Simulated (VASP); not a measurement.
Output of a VASP run:

File OSZICAR:
```
       N       E                     dE             d eps       ncg     rms          rms(c)
DAV:   1    -0.142613061091E+02   -0.14261E+02   -0.89039E+03  4480   0.121E+03
DAV:   2    -0.626919776954E+02   -0.48431E+02   -0.47420E+02  4707   0.254E+02
DAV:   3    -0.648427166966E+02   -0.21507E+01   -0.19793E+01  6198   0.312E+01
DAV:   4    -0.648959698251E+02   -0.53253E-01   -0.52770E-01  5280   0.471E+00
DAV:   5    -0.648976610283E+02   -0.16912E-02   -0.16917E-02  6801   0.684E-01    0.280E+01
DAV:   6    -0.627653023236E+02    0.21324E+01   -0.39813E-01  4587   0.689E+00    0.153E+01
DAV:   7    -0.612434586438E+02    0.15218E+01   -0.58170E-01  5275   0.737E+00    0.156E+00
DAV:   8    -0.625251846110E+02   -0.12817E+01   -0.56157E-01  4867   0.677E+00    0.338E+00
DAV:   9    -0.625513307311E+02   -0.26146E-01   -0.29228E-02  4857   0.164E+00    0.139E+00
DAV:  10    -0.624179173551E+02    0.13341E+00   -0.17015E-02  4617   0.152E+00    0.158E+00
DAV:  11    -0.624213136802E+02   -0.33963E-02   -0.20794E-03  5387   0.558E-01    0.118E+00
DAV:  12    -0.624385030836E+02   -0.17189E-01   -0.85511E-02  4492   0.344E+00    0.490E-01
DAV:  13    -0.624369571263E+02    0.15460E-02   -0.10115E-03  5440   0.304E-01    0.590E-01
DAV:  14    -0.624414472154E+02   -0.44901E-02   -0.19103E-03  4582   0.421E-01    0.311E-01
DAV:  15    -0.624413998546E+02    0.47361E-04   -0.46635E-05  5500   0.767E-02    0.289E-01
DAV:  16    -0.624418005560E+02   -0.40070E-03   -0.67196E-05  4757   0.853E-02    0.269E-01
DAV:  17    -0.624419887765E+02   -0.18822E-03   -0.34166E-04  4747   0.195E-01    0.471E-01
DAV:  18    -0.624420108751E+02   -0.22099E-04   -0.21404E-05  5557   0.401E-02    0.483E-01
DAV:  19    -0.624417098701E+02    0.30100E-03   -0.45894E-05  4767   0.721E-02    0.484E-01
DAV:  20    -0.624424174193E+02   -0.70755E-03   -0.83717E-04  4667   0.270E-01    0.425E-01
DAV:  21    -0.624422614179E+02    0.15600E-03   -0.10645E-04  5157   0.103E-01    0.199E-01
DAV:  22    -0.624422893474E+02   -0.27929E-04   -0.13279E-04  4702   0.118E-01    0.724E-02
DAV:  23    -0.624422821348E+02    0.72126E-05   -0.21304E-05  4782   0.420E-02    0.473E-02
DAV:  24    -0.624422975826E+02   -0.15448E-04   -0.13798E-05  4692   0.488E-02    0.127E-02
DAV:  25    -0.624422926835E+02    0.48991E-05   -0.34808E-06  4822   0.211E-02    0.190E-02
DAV:  26    -0.624422907961E+02    0.18874E-05   -0.15310E-06  4777   0.118E-02    0.110E-02
DAV:  27    -0.624422906040E+02    0.19204E-06   -0.63456E-07  4942   0.904E-03    0.927E-03
DAV:  28    -0.624422906128E+02   -0.87339E-08   -0.90580E-08  2871   0.316E-03
   1 F= -.62442291E+02 E0= -.62442775E+02  d E =0.145459E-02
```

File OUTCAR:
```
------------------------ aborting loop because EDIFF is reached ----------------------------------------
  FORCE on cell =-STRESS in cart. coord.  units (eV):
  Direction    XX          YY          ZZ          XY          YZ          ZX
  --------------------------------------------------------------------------------------
  Total       -0.0060726     -0.0064414     -0.0012738      0.0000000      0.0000000     -0.1710536
  in kB       -0.1487462     -0.1577801     -0.0312008      0.0000000      0.0000000     -4.1899197
  external PRESSURE =      -0.1125757 kB  Pullay stress =       0.0000000 kB
  volume of cell :       65.41
      direct lattice vectors                 reciprocal lattice vectors
     1.835692288 -3.179511829  0.013767692     0.272392127 -0.157256845 -0.002042941
     1.835692288  3.179511829  0.013767692     0.272392127  0.157256845 -0.002042941
     0.042027397  0.000000000  5.603652886    -0.001338488  0.000000000  0.178465061
 POSITION                                       TOTAL-FORCE (eV/Angst)
 -----------------------------------------------------------------------------------
      1.84620      1.05984      1.41468        -0.000000     -0.001063     -0.000000
      1.86721     -1.05984      4.21651         0.000000      0.001063      0.000000
 -----------------------------------------------------------------------------------
    total drift:                                0.000000      0.000000      0.000000
  FREE ENERGIE OF THE ION-ELECTRON SYSTEM (eV)
  ---------------------------------------------------
  free  energy   TOTEN  =       -62.4422906128 eV

  energy  without entropy=      -62.4437452010  energy(sigma->0) =      -62.44277548
```
(Selected blocks of OUTCAR.)

POSCAR:
```
Tb
1
    1.8356922876    -3.1795118286     0.0137676922
    1.8356922876     3.1795118286     0.0137676922
    0.0420273966     0.0000000000     5.6036528858
Tb
2
Direct
  0.3333330000   0.6666670000   0.2500000000
  0.6666670000   0.3333330000   0.7500000000
```

Reconstruct the remaining input files.

One answer among several that fit: the input of the run itself, r2SCAN meta-GGA, plane waves, VASP's PBE PAW potentials (set 64).

### KPOINTS
```
kpoints
0
gamma
 10 10 6
```

**INCAR**
```
# general
SYSTEM   =  Tb
PREC     =  Accurate
ENCUT    =  480
LREAL    =  .False.
LASPH    =  .True.

# electronic loop
EDIFF    =  1E-7
NELM     =  100
ALGO     =  Normal
LMAXMIX  =  6
LMIXTAU  =  .True.

# smearing
ISMEAR   =  1
SIGMA    =  0.1

# functional
METAGGA  =  R2SCAN

# ions
ISIF     =  2

# output
LWAVE    =  .False.
LCHARG   =  .False.
```

POTCAR, in this order: Tb_3 (PBE.64 set). Program: vasp_std.

The 4f electrons are frozen in the core of the lanthanide potential, so 4f levels, which can set the real gap, and their magnetism are missing.

The compound is Tb in the hcp structure. This cell was strained or had an atom moved on purpose.
